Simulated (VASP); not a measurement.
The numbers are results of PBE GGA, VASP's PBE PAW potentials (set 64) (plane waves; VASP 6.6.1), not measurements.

VASP input:

File KPOINTS:
```
kpoints
0
Gamma
 13 13 11
```

POSCAR:
```
WC
2.96820
  0.5000000000  -0.8660255374   0.0000000000
  0.5000000000   0.8660255374   0.0000000000
  0.0000000000   0.0000000000   0.9759450172
W C
1 1
direct
  0.0000000000   0.0000000000   0.0000000000
  0.3333330000   0.6666670000   0.5000000000
```

**INCAR**
```
# general
SYSTEM   =  WC
PREC     =  Accurate
ENCUT    =  520   # plane-wave cut-off (eV)
LREAL    =  .FALSE.
LASPH    =  .TRUE.   # aspherical one-centre terms

# electronic loop
EDIFF    =  1E-6
NELM     =  100   # most electronic steps
ALGO     =  Normal   # blocked Davidson
LMAXMIX  =  6

# smearing
ISMEAR   =  1
SIGMA    =  0.1   # width (eV)

# functional
GGA      =  PE   # PBE

# ions
ISIF     =  2   # forces and stress, cell fixed

# output
LWAVE    =  .FALSE.
LCHARG   =  .FALSE.
```

POTCAR, in this order: W C (PBE.64 set). Program: vasp_std.

Output

OSZICAR:
```
       N       E                     dE             d eps       ncg     rms          rms(c)
DAV:   1     0.236783729400E+02    0.23678E+02   -0.50990E+03  2268   0.993E+02
DAV:   2    -0.237090951281E+02   -0.47387E+02   -0.45965E+02  2884   0.222E+02
DAV:   3    -0.256448692888E+02   -0.19358E+01   -0.18779E+01  3001   0.373E+01
DAV:   4    -0.256667773606E+02   -0.21908E-01   -0.21887E-01  3325   0.371E+00
DAV:   5    -0.256668544132E+02   -0.77053E-04   -0.77043E-04  2925   0.179E-01    0.303E+01
DAV:   6    -0.226145805190E+02    0.30523E+01   -0.19198E+01  2539   0.282E+01    0.939E+00
DAV:   7    -0.224996365260E+02    0.11494E+00   -0.87980E-01  2399   0.781E+00    0.739E+00
DAV:   8    -0.224590557852E+02    0.40581E-01   -0.15265E-01  2574   0.349E+00    0.165E+00
DAV:   9    -0.224553882706E+02    0.36675E-02   -0.11695E-02  2421   0.780E-01    0.149E-01
DAV:  10    -0.224552511651E+02    0.13711E-03   -0.61332E-04  2768   0.231E-01    0.139E-01
DAV:  11    -0.224552476651E+02    0.35000E-05   -0.34144E-05  2704   0.485E-02    0.885E-03
DAV:  12    -0.224552456625E+02    0.20026E-05   -0.28328E-06  2141   0.122E-02    0.633E-03
DAV:  13    -0.224552456382E+02    0.24289E-07   -0.57879E-07  1244   0.697E-03
   1 F= -.22455246E+02 E0= -.22455074E+02  d E =-.514976E-03
```

OUTCAR:
```
------------------------ aborting loop because EDIFF is reached ----------------------------------------
  FORCE on cell =-STRESS in cart. coord.  units (eV):
  Direction    XX          YY          ZZ          XY          YZ          ZX
  --------------------------------------------------------------------------------------
  Total       -2.3763450     -2.3763457     -2.9158044      0.0000000      0.0000000      0.0000000
  in kB     -172.2600403   -172.2600935   -211.3651759      0.0000000      0.0000000      0.0000000
  external PRESSURE =    -185.2951032 kB  Pullay stress =       0.0000000 kB
  volume of cell :       22.10
      direct lattice vectors                 reciprocal lattice vectors
     1.484100000 -2.570537000  0.000000000     0.336904521 -0.194511886  0.000000000
     1.484100000  2.570537000  0.000000000     0.336904521  0.194511886  0.000000000
     0.000000000  0.000000000  2.896800000     0.000000000  0.000000000  0.345208506
 POSITION                                       TOTAL-FORCE (eV/Angst)
 -----------------------------------------------------------------------------------
      0.00000      0.00000      0.00000        -0.000000     -0.000000      0.000000
      1.48410      0.85685      1.44840         0.000000      0.000000      0.000000
 -----------------------------------------------------------------------------------
    total drift:                                0.000000     -0.000502      0.000000
  FREE ENERGIE OF THE ION-ELECTRON SYSTEM (eV)
  ---------------------------------------------------
  free  energy   TOTEN  =       -22.4552456382 eV

  energy  without entropy=      -22.4547306625  energy(sigma->0) =      -22.45507398
```
(Selected blocks of OUTCAR.)

The compound is WC in the wc structure. The cell was not relaxed at this level. The run is one of a series of settings (POTCAR W C (PBE.64 set) against the base run), some of them coarse on purpose.
